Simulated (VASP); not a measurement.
**A slab model of Mo(110)**

Wanted: what it costs to take an electron out of Mo(110), held as cut.

Program: VASP 6.6.1. Level of theory: PBE; plane waves and PAW (Mo). Results are calculated unless marked as measured.

**1. The starting structure**

The cell holds 7 atoms: 7 Mo. Cell: a = 2.728 Å, b = 2.728 Å, c = 31.364 Å, α = 90.0°, β = 90.0°, γ = 70.5°. Vacuum lies along c.

**2. Potential and states of the slab**

A static run writes the electrostatic potential without exchange and correlation (LVHAR), which is flat in the vacuum and gives the level to count from. The dipole correction cancels the field that unlike faces would set up across the vacuum.

INCAR

```
SYSTEM = Mo
PREC = Normal
ENCUT = 300
EDIFF = 1E-06
NELM = 120
ISMEAR = -1
SIGMA = 0.1
LREAL = .FALSE.
ALGO = Fast
GGA = PE
NBANDS = 39
LASPH = .TRUE.
LORBIT = 11
LWAVE = .FALSE.
LCHARG = .TRUE.
IDIPOL = 3
LDIPOL = .TRUE.
DIPOL = 0.5 0.5 0.5
LVHAR = .TRUE.
LVACPOTAV = .TRUE.
LELF = .TRUE.
NEDOS = 1500
```

POSCAR

```
Mo
1.0
    2.2273863607     -1.5750000000      0.0000000000
    2.2273863607      1.5750000000      0.0000000000
    0.0000000000      0.0000000000     31.3643181644
Mo
7
Direct
    0.0000000000      0.0000000000      0.2869502838
    0.5000000000      0.5000000000      0.3579668559
    0.0000000000      0.0000000000      0.4289834279
    0.5000000000      0.5000000000      0.5000000000
    0.0000000000      0.0000000000      0.5710165721
    0.5000000000      0.5000000000      0.6420331441
    0.0000000000      0.0000000000      0.7130497162
```

KPOINTS

```
Automatic mesh
0
Gamma
16 16 1
0 0 0
```

KPOINTS_OPT

```
Line mode
14
Line-mode
Reciprocal
  0.00000000   0.00000000   0.00000000 GAMMA
  0.37500000  -0.37500000   0.00000000 X

  0.37500000  -0.37500000   0.00000000 X
  0.62500000   0.37500000   0.00000000 A1

  0.62500000   0.37500000   0.00000000 A1
  0.50000000   0.50000000   0.00000000 Y

  0.50000000   0.50000000   0.00000000 Y
  0.00000000   0.00000000   0.00000000 GAMMA
```

Potentials, in the order of the species: Mo (PBE family, release 64).

On the command line:

```
$ mpirun -np 2 vasp_std
```

What it wrote:

```text
[banner, memory and clock lines left out]
running    2 mpi-ranks, on    1 nodes
 distrk:  each k-point on    2 cores,    1 groups
 distr:  one band on    1 cores,    2 groups

 POSCAR found type information on POSCAR Mo
 POSCAR found :  1 types and       7 ions
 LDA part: xc-table for (Slater+PW92), standard interpolation
|                                                                             |
|           W    W    AA    RRRRR   N    N  II  N    N   GGGG   !!!           |
|           W    W   A  A   R    R  NN   N  II  NN   N  G    G  !!!           |
|           W    W  A    A  R    R  N N  N  II  N N  N  G       !!!           |
|           W WW W  AAAAAA  RRRRR   N  N N  II  N  N N  G  GGG   !            |
|           WW  WW  A    A  R   R   N   NN  II  N   NN  G    G                |
|           W    W  A    A  R    R  N    N  II  N    N   GGGG   !!!           |
|                                                                             |
|     The number of bands has been changed from the values supplied in        |
|     The orbitals not found in the WAVECAR file will be initialized with     |
|     random numbers, which is usually adequate. For correlated               |
|     calculations, however, you should redo the groundstate calculation.     |
|     I found NBANDS = 39. Now, NBANDS = 40.                                  |
|                                                                             |

 POSCAR, INCAR and KPOINTS ok, starting setup
 FFT: planning ... GRIDC
 FFT: planning ... GRID_SOFT
 FFT: planning ... GRID
 WAVECAR not read
 entering main loop
       N       E                     dE             d eps       ncg     rms          rms(c)
DAV:   1     0.115353995562E+03    0.11535E+03   -0.12401E+04  5888   0.556E+02
DAV:   2    -0.686577705794E+02   -0.18401E+03   -0.16650E+03  7520   0.162E+02
DAV:   3    -0.796110704194E+02   -0.10953E+02   -0.10144E+02  7496   0.356E+01
DAV:   4    -0.799480290567E+02   -0.33696E+00   -0.33171E+00  7064   0.650E+00
DAV:   5    -0.799574199150E+02   -0.93909E-02   -0.93617E-02  7872   0.968E-01    0.368E+01
RMM:   6    -0.920721787025E+02   -0.12115E+02   -0.15373E+01  6933   0.112E+01    0.259E+01
RMM:   7    -0.175086753898E+03   -0.83015E+02   -0.43950E+01  9050   0.153E+01    0.518E+01
RMM:   8    -0.101638581556E+03    0.73448E+02   -0.25708E+01  7410   0.130E+01    0.258E+01
RMM:   9    -0.769340811279E+02    0.24705E+02   -0.11789E+01  6627   0.993E+00    0.985E+00
RMM:  10    -0.747066472749E+02    0.22274E+01   -0.18900E+00  6242   0.473E+00    0.585E+00
RMM:  11    -0.746551013651E+02    0.51546E-01   -0.37076E-01  7078   0.179E+00    0.544E+00
RMM:  12    -0.746112738774E+02    0.43827E-01   -0.73121E-02  7400   0.782E-01    0.512E+00
RMM:  13    -0.743809416276E+02    0.23033E+00   -0.14991E-01  6846   0.127E+00    0.358E+00
RMM:  14    -0.742816528021E+02    0.99289E-01   -0.71572E-02  6356   0.875E-01    0.268E+00
RMM:  15    -0.741892053383E+02    0.92447E-01   -0.11517E-01  6865   0.109E+00    0.122E+00
RMM:  16    -0.741695596916E+02    0.19646E-01   -0.59996E-02  6493   0.781E-01    0.285E-01
RMM:  17    -0.741702634110E+02   -0.70372E-03   -0.80392E-03  7504   0.299E-01    0.216E-01
RMM:  18    -0.741705521292E+02   -0.28872E-03   -0.23136E-03  6968   0.155E-01    0.198E-01
RMM:  19    -0.741702033062E+02    0.34882E-03   -0.21301E-03  6714   0.171E-01    0.122E-01
RMM:  20    -0.741701926128E+02    0.10693E-04   -0.23525E-04  7390   0.528E-02    0.843E-02
RMM:  21    -0.741701876295E+02    0.49833E-05   -0.82567E-05  6739   0.317E-02    0.434E-02
RMM:  22    -0.741702476385E+02   -0.60009E-04   -0.50119E-05  7179   0.199E-02    0.669E-03
RMM:  23    -0.741702963414E+02   -0.48703E-04   -0.22159E-05  7341   0.124E-02    0.218E-02
RMM:  24    -0.741703165584E+02   -0.20217E-04   -0.74065E-06  6326   0.723E-03    0.129E-02
RMM:  25    -0.741703217072E+02   -0.51488E-05   -0.15376E-06  4531   0.325E-03    0.503E-03
RMM:  26    -0.741703241813E+02   -0.24741E-05   -0.53955E-07  3880   0.185E-03    0.280E-03
RMM:  27    -0.741703279320E+02   -0.37507E-05   -0.60914E-07  4205   0.174E-03    0.998E-04
RMM:  28    -0.741703295463E+02   -0.16143E-05   -0.10886E-07  2522   0.883E-04    0.139E-03
RMM:  29    -0.741703310512E+02   -0.15049E-05   -0.71720E-08  2534   0.939E-04    0.884E-04
RMM:  30    -0.741703320647E+02   -0.10134E-05   -0.34776E-08  1798   0.660E-04    0.886E-04
RMM:  31    -0.741703326068E+02   -0.54214E-06   -0.22337E-08  1255   0.575E-04
|                                                                             |
|           W    W    AA    RRRRR   N    N  II  N    N   GGGG   !!!           |
|           W    W   A  A   R    R  NN   N  II  NN   N  G    G  !!!           |
|           W    W  A    A  R    R  N N  N  II  N N  N  G       !!!           |
|           W WW W  AAAAAA  RRRRR   N  N N  II  N  N N  G  GGG   !            |
|           WW  WW  A    A  R   R   N   NN  II  N   NN  G    G                |
|           W    W  A    A  R    R  N    N  II  N    N   GGGG   !!!           |
|                                                                             |
|     Did not find any points to average over, which means that no vacuum     |
|     field-free region was found. Please increase the size of  your cell     |
|     in the dimension of the dipole correction to obtain accurate            |
|     workfunction values.                                                    |
|                                                                             |

   1 F= -.74170333E+02 E0= -.74081125E+02  d E =-.178416E+00
 Start KPOINTS_OPT (optional k-point list driver)
k-point batch [1-56\56]
       N       E                     dE             ncg
DAV:   1     0.713581292171E+04   -0.53263E+05     4552
DAV:   2    -0.294821249253E+04   -0.10084E+05     5808
DAV:   3    -0.355297079778E+04   -0.60476E+03     5872
DAV:   4    -0.356974714818E+04   -0.16776E+02     5504
DAV:   5    -0.357023112122E+04   -0.48397E+00     5912
DAV:   6    -0.357024230051E+04   -0.11179E-01     5824
DAV:   7    -0.357024260319E+04   -0.30268E-03     5912
DAV:   8    -0.357024261074E+04   -0.75425E-05     4400
DAV:   9    -0.357024261114E+04   -0.40520E-06     3816
```

Wall time 3.2 min (2 MPI ranks of Intel Xeon Platinum 8259CL at 2.50GHz (Skylake/Cascade Lake), shared host); peak memory 0.58 GiB.

Lines that name or quote the potential files are left out of all logs, and their timing lines are given in words.

Parts of OUTCAR (step 2):

```text
ion  position               nearest neighbor table
   1  0.000  0.000  0.287-   2 2.73   2 2.73   2 3.15   2 3.15
   2  0.500  0.500  0.358-   3 2.73   3 2.73   1 2.73   1 2.73   3 3.15   3 3.15   1 3.15   1 3.15

  LATTYP: Found a base centered orthorhombic cell.
 ALAT       =     3.1500000000
 B/A-ratio  =     1.4142135623
 C/A-ratio  =     9.9569264014

 Subroutine GETGRP returns: Found  8 space group operations
 (whereof  8 operations were pure point group operations)

The static configuration has the point symmetry D_2h.

 Found     73 irreducible k-points:

   k-points           NKPTS =     73   k-points in BZ     NKDIM =     73   number of bands    NBANDS=     40

   dimension x,y,z NGX =    12 NGY =   12 NGZ =  140
   dimension x,y,z NGXF=    24 NGYF=   24 NGZF=  280

   ENCUT  =  300.0 eV  22.05 Ry    4.70 a.u.   3.85  3.85 44.29*2*pi/ulx,y,z

   NELECT =      42.0000    total number of electrons

 k-points in reciprocal lattice and weights: Automatic mesh
   0.00000000  0.00000000  0.00000000       0.004
   0.06250000  0.00000000  0.00000000       0.016
   0.12500000  0.00000000  0.00000000       0.016
   0.18750000  0.00000000  0.00000000       0.016
   0.25000000  0.00000000  0.00000000       0.016
   0.31250000  0.00000000  0.00000000       0.016
   0.37500000  0.00000000  0.00000000       0.016
   0.43750000  0.00000000  0.00000000       0.016
   0.50000000  0.00000000  0.00000000       0.008
[...]
-0.43750000  0.43750000  0.00000000       0.008
   0.50000000  0.50000000  0.00000000       0.004

 dipolmoment           0.000000      0.000000     -0.000000 electrons x Angstroem

 average (electrostatic) potential at core
       1 -42.3728       2 -42.5667       3 -42.4958       4 -42.5107       5 -42.4958
       6 -42.5667       7 -42.3728

 E-fermi :   1.1071

 k-point     1 :       0.0000    0.0000    0.0000
  band No.  band energies     occupation
    ...
     18      -0.2849      2.00000
     19      -0.1033      1.99999
     20       0.0601      1.99994
     21       0.4288      1.99774
     22       0.9394      1.68512
     23       1.2860      0.28649
     24       1.7945      0.00207
     25       2.2034      0.00003
     26       2.2479      0.00002
     27       2.3716      0.00001
    ...

 k-point     2 :       0.0625    0.0000    0.0000
  band No.  band energies     occupation
    ...
     18      -0.2221      2.00000
     19      -0.1044      1.99999
     20       0.0079      1.99997
     21       0.5771      1.99007
     22       0.7091      1.96332
     23       1.4487      0.06358
     24       1.4837      0.04525
     25       1.9459      0.00045
     26       2.0988      0.00010
     27       2.1585      0.00005
    ...

 k-point     3 :       0.1250    0.0000    0.0000
  band No.  band energies     occupation
    ...
     20       0.1369      1.99988
     21       0.4038      1.99824
     22       0.7400      1.95035
     23       1.0881      1.09454
     24       1.1468      0.80414
     25       1.8472      0.00122
     26       1.9654      0.00037
     27       2.0182      0.00022
     28       2.2128      0.00003
     29       2.2653      0.00002
    ...

  Total       -5.2836945     -4.6679790     -3.2730742      0.0000000      0.0000000      0.0000000
  in kB      -38.4685949    -33.9858016    -23.8300240      0.0000000      0.0000000      0.0000000
  external PRESSURE =     -32.0948068 kB  Pullay stress =       0.0000000 kB

  energy-cutoff  :      300.00
  volume of cell :      220.06
      direct lattice vectors                 reciprocal lattice vectors
     2.227386361 -1.575000000  0.000000000     0.224478343 -0.317460317  0.000000000
     2.227386361  1.575000000  0.000000000     0.224478343  0.317460317  0.000000000
     0.000000000  0.000000000 31.364318164     0.000000000  0.000000000  0.031883365

 POSITION                                       TOTAL-FORCE (eV/Angst)
 -----------------------------------------------------------------------------------
      0.00000      0.00000      9.00000         0.000000      0.000000      0.646825
      2.22739      0.00000     11.22739         0.000000      0.000000     -0.639079
      0.00000      0.00000     13.45477        -0.000000      0.000000     -0.013734
      2.22739      0.00000     15.68216        -0.000000      0.000000      0.000000
      0.00000      0.00000     17.90955        -0.000000      0.000000      0.013734
      2.22739      0.00000     20.13693         0.000000      0.000000      0.639079
      0.00000      0.00000     22.36432         0.000000      0.000000     -0.646825
 -----------------------------------------------------------------------------------
    total drift:                                0.000000      0.000000     -0.000000

  FREE ENERGIE OF THE ION-ELECTRON SYSTEM (eV)
  ---------------------------------------------------
  free  energy   TOTEN  =       -74.1703326068 eV

  energy  without entropy=      -73.9919166605  energy(sigma->0) =      -74.08112463

 vacuum level on the upper side and lower side of the slab         5.783         5.783

 total charge
# of ion       s       p       d       tot
------------------------------------------
    1        0.499   0.394   4.279   5.172
    2        0.521   0.551   4.343   5.415
    3        0.522   0.558   4.348   5.427
    4        0.523   0.563   4.336   5.423
    5        0.522   0.558   4.348   5.427
    6        0.521   0.551   4.343   5.415
    7        0.499   0.394   4.279   5.172
--------------------------------------------------
tot          3.606   3.569  30.276  37.452

[... 3 further parts left out ...]
```

The data set Mo keeps the semicore shell frozen, which is cheaper and a little less accurate.

This step gave:

| Property | Result |
| --- | --- |
| electronic cycles | 31 |
| electrons | 42 |
| free energy (TOTEN) | -74.1703 eV |
| energy at zero smearing | -74.0811 eV |
| Fermi energy | 1.107 eV |
| labelled metallic, from the levels on this mesh | yes |
| DOS at the Fermi level | 5.333 states/eV/cell |
| dipole moment | 0, 0, 0 e·Å |
| vacuum levels | 5.783, 5.783 eV |
| work functions of the upper and lower face | 4.676, 4.676 eV |

Electronic bands along the path, in eV, zero at the Fermi level; # counts the bands kept:

```
          point    #17    #18    #19    #20    #21    #22    #23    #24
              Γ  -1.41  -1.39  -1.21  -1.05  -0.68  -0.17   0.18   0.69
0.54 of the way  -1.87  -1.65  -1.48  -1.27  -1.26  -0.88  -0.14   0.23
              X  -1.21  -1.16  -0.28   0.23   0.29   0.74   1.67   1.75
0.46 of the way  -0.75  -0.07   0.34   1.15   1.18   1.37   1.43   1.53
             A1  -1.21  -1.16  -0.28   0.23   0.29   0.74   1.67   1.75
0.46 of the way  -0.66  -0.36   0.59   0.85   1.19   1.27   1.32   1.36
              Y  -0.50   0.41   0.49   0.85   0.93   1.10   1.30   1.47
0.54 of the way  -1.04  -0.96  -0.89  -0.81  -0.80  -0.61  -0.55  -0.09
              Γ  -1.41  -1.39  -1.21  -1.05  -0.68  -0.17   0.18   0.69
```

The density of states has structure finer than the step of the table below, so its rows give means over 0.5 eV, whole bins alone (the curve runs from -8.01 to 7.93 eV). Peaks (eV: height): total -3.85: 9.50, -2.83: 11.8, -1.64: 11.3, 2.22: 13; Mo s -4.74: 1.53, -1.70: 0.364; Mo p -3.79: 0.696, -2.83: 0.783, -1.64: 1.25; Mo d -2.83: 9.99, -1.64: 8.59, 2.22: 12.1.

Means over bins of 0.059 eV. The density of states by energy, zero at the Fermi level; means over each step; values in states/eV/cell:

```csv
energy (eV),total,Mo s,Mo p,Mo d
-7.5,0.00466,0.00355,1.4e-5,0
-7.0,0.121,0.0918,0.00295,7.5e-5
-6.5,0.344,0.250,0.0170,0.00353
-6.0,0.552,0.375,0.0424,0.0194
-5.5,1.20,0.585,0.0942,0.309
-5.0,4.43,1.19,0.239,2.42
-4.5,7.55,1.48,0.460,4.65
-4.0,9.06,1.25,0.638,6.09
-3.5,8.04,0.613,0.569,6.10
-3.0,10.9,0.165,0.710,9.28
-2.5,9.24,0.162,0.615,7.74
-2.0,9.02,0.258,0.880,7.09
-1.5,9.81,0.325,1.12,7.33
-1.0,5.87,0.226,0.786,4.03
-0.5,5.31,0.179,0.694,3.66
0.0,5.48,0.134,0.552,4.03
0.5,7.76,0.150,0.531,6.23
1.0,9.59,0.121,0.476,8.17
1.5,10.7,0.0988,0.326,9.64
2.0,12.4,0.105,0.309,11.4
2.5,10.0,0.178,0.321,9.08
3.0,6.50,0.185,0.390,5.50
3.5,4.67,0.156,0.360,3.78
4.0,2.74,0.115,0.262,2.09
4.5,2.03,0.113,0.316,1.36
5.0,1.51,0.0967,0.293,0.897
5.5,1.15,0.0752,0.269,0.613
6.0,1.26,0.0755,0.320,0.628
6.5,0.737,0.0517,0.217,0.320
7.0,0.753,0.0460,0.238,0.298
7.5,0.515,0.0336,0.163,0.202
```

The planar average of the electrostatic potential oscillates, so the rows of the table below give means over windows of 2.24 Å about each position, cut where the curve ends. Its maxima inside the range that stand out by 2 % of the span (Å: eV): 10.1: -2.10, 12.3: -2.24, 14.6: -2.18, 16.8: -2.18, 19.0: -2.24, 21.3: -2.10. Its minima: 9.0: -10.6, 11.2: -11.1, 13.4: -11.1, 15.7: -11.0, 17.9: -11.1, 20.2: -11.1, 22.4: -10.6.

Zero at the Fermi level. The planar average of the electrostatic potential by height; means over each step:

| height (Å) | planar average of the electrostatic potential (eV) |
| --- | --- |
| 1.12 | 4.68 |
| 3.36 | 4.68 |
| 5.60 | 4.62 |
| 7.84 | -1.26 |
| 10.08 | -6.73 |
| 12.32 | -6.90 |
| 14.56 | -6.84 |
| 16.80 | -6.84 |
| 19.04 | -6.90 |
| 21.28 | -6.73 |
| 23.52 | -1.28 |
| 25.76 | 4.62 |
| 28.00 | 4.68 |
| 30.24 | 4.68 |

Density of states in the PAW spheres, an atom over height of the layer and energy from the Fermi level.

Ten even steps from '_' (0.00 states/eV) to '@' (1.54 states/eV), each cell a mean:
```
##++++++++++##
**----------**
**----::----**
**----::----**
%%==========%%
@@**%%@@%%**@@
####%%%%%%####
####******####
@@@@%%%%%%@@@@
**@@@@@@@@@@**
++##******##++
**%%######%%**
--%%######%%--
::**********::
..--======--..
__..........__
______________
______________
______________
______________
______________
______________
```
Columns: height of the layer (Å) from 9 to 22.4; rows upwards: energy from the Fermi level (eV) from -7.9 to 0.5.

Force by atom:

```csv
atom,x (eV/Å),y (eV/Å),z (eV/Å),size
Mo1,0.000,0.000,0.647,0.647
Mo2,0.000,0.000,-0.639,0.639
Mo3,0.000,0.000,-0.014,0.014
Mo4,0.000,0.000,0.000,0.000
Mo5,0.000,0.000,0.014,0.014
Mo6,0.000,0.000,0.639,0.639
Mo7,0.000,0.000,-0.647,0.647
```

ELF in the ca plane at fractional y = 0.000, with atoms of Mo within 0.2 Å of it. It is the smooth field of the valence electrons, not physical close to the nuclei.

Ten even steps from '0' (0.00) to '9' (0.51), each cell a mean:
```
78852000258878852000258877973000011100000001
67853111368767863111358767874211222211000300
77985555689777886555579777886556555421117000
77998777899777898777899777898678887632103000
77986566699777896665689777886566666431000000
67864333478767874333368766884333333221000000
68852000258777852000258867973000111110001000
79852000258888852000158988973000011100000000
```
Columns run along c (16.0 Å, from fractional 0.36 to 0.87 of the cell), rows up along a (2.7 Å). Atoms in or near the plane, at fractional coordinates: Mo at (0.43, 0.00), Mo at (0.57, 0.00), Mo at (0.71, 0.00).

Valence density in the ca plane at fractional y = 0.000, with atoms of Mo within 0.2 Å of it. It is the smooth field of the valence electrons, not physical close to the nuclei.

Values in e/Å³, 5 rows by 16 columns, each cell a mean:
```
0.3 0.5 0.9 0.4 0.3 0.3 0.8 0.6 0.3 0.3 0.5 0.9 0.2 0.0 0.0 0.0
0.3 0.3 0.5 0.3 0.3 0.3 0.5 0.4 0.3 0.3 0.3 0.5 0.1 0.0 0.0 0.0
0.3 0.3 0.3 0.3 0.3 0.3 0.3 0.3 0.3 0.3 0.3 0.3 0.1 0.0 0.0 0.0
0.3 0.4 0.6 0.3 0.3 0.3 0.6 0.4 0.3 0.3 0.4 0.6 0.1 0.0 0.0 0.0
0.2 0.5 1.0 0.4 0.2 0.3 0.9 0.7 0.3 0.3 0.6 1.0 0.2 0.0 0.0 0.0
```
Columns run along c (16.0 Å, from fractional 0.36 to 0.87 of the cell), rows up along a (2.7 Å). Atoms in or near the plane, at fractional coordinates: Mo at (0.43, 0.00), Mo at (0.57, 0.00), Mo at (0.71, 0.00).

Electrostatic potential energy in the ca plane at fractional y = 0.000, with atoms of Mo within 0.2 Å of it. With pseudopotentials it is smooth inside the atoms' cores, unlike the true potential.

Ten even steps from '0' (-26 eV) to '9' (6 eV), each cell a mean:
```
88863000368888874100258888875100147899999999
88875212478888875312468888886322368999999999
78887545788877887545688877887655678999999999
77888777888777888777888877888877789999999999
77887666788777888666788877888766789999999999
78875333578878886433578877887433468999999999
88863101368888874100358888885200257999999999
88863000268888873000158888874100147899999999
```
Columns run along c (16.0 Å, from fractional 0.36 to 0.87 of the cell; values clipped at the 3rd and 97th percentile), rows up along a (2.7 Å). Atoms in or near the plane, at fractional coordinates: Mo at (0.43, 0.00), Mo at (0.57, 0.00), Mo at (0.71, 0.00).

Only the dipole across the slab is computed (IDIPOL = 3); zeros along the plane are no results.

The density of states holds every band computed, so its fall toward the upper end of the range is no gap.

The map of layer states is cut here 0.5 eV above the Fermi level, so it leaves out the states above that.

The vacuum level lies 4.68 eV above the Fermi level at the upper face; both faces agree, as the slab has next to no dipole.

The program found no field-free point at its default tolerance, but its printed level agrees with the flat part of the planar average.

On this mesh the fine structure of the density of states is sampling noise, and high empty states may be cut by the number of bands.

**3. Putting the energies together**

This step: slab, PBE; plane waves and PAW (VASP 6.6.1).

No new run; the numbers come from the runs before.

**4. What came out**

| Item | Value |
| --- | --- |
| work function of the slab | 4.68 eV |

In words: The work function is 4.68 eV at both faces. No atom was relaxed. The cell in the plane was kept as given and was not relaxed here.

[Lines on the potential files, build, host, timing and source positions are cut from VASP's logs without a mark.]

[Logs are printed without paths, hosts, clocks, repeated set-up lines and the standing remarks that a program may print on its own settings, such as how far it seeks lower states.]

[Hosts, paths, dates, database ids (printed as entryN), source tags and the programs' standing remarks are cut or masked in the printed files.]

[In band tables of VASP the shares of atoms and orbitals are scaled to a sum of 1 inside the atoms' spheres.]

[Runs that stopped without an error message from VASP are left out.]
